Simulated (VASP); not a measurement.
Here is the system:

```
CELL_PARAMETERS angstrom
      1.60660    -2.78272     0.00000
      1.60660     2.78272     0.00000
      0.00000     0.00000     5.10525
ATOMIC_POSITIONS crystal
  Tl 0.33333 0.66667 0.25000
  Tl 0.66667 0.33333 0.75000
```

These are PBE GGA, VASP's PBE PAW potentials (set 64) (plane waves; VASP) values and carry that method's errors. Numerical set-up: 500 eV cut-off, 13×13×7 Γ-centred mesh, first-order Methfessel-Paxton smearing of 0.10 eV, potentials Tl_d.

Unless said otherwise, spin-orbit coupling is left out, though it shifts the bands of the heavy elements here.

Question: Predict the energy per atom (σ→0), pressure, band gap (on the k-mesh) with the smallest direct gap where there is one.

Answer: 
The band gap (on the k-mesh) comes out as none (metal, semimetal or under 0.01 eV), the energy per atom (σ→0) is -1.842 eV/atom and the pressure is 20.05 GPa.

Total energies compare only between runs with the same potentials, cut-off and functional.

The compound is Tl in the hcp structure. It was relaxed first under an external pressure of 20 GPa.
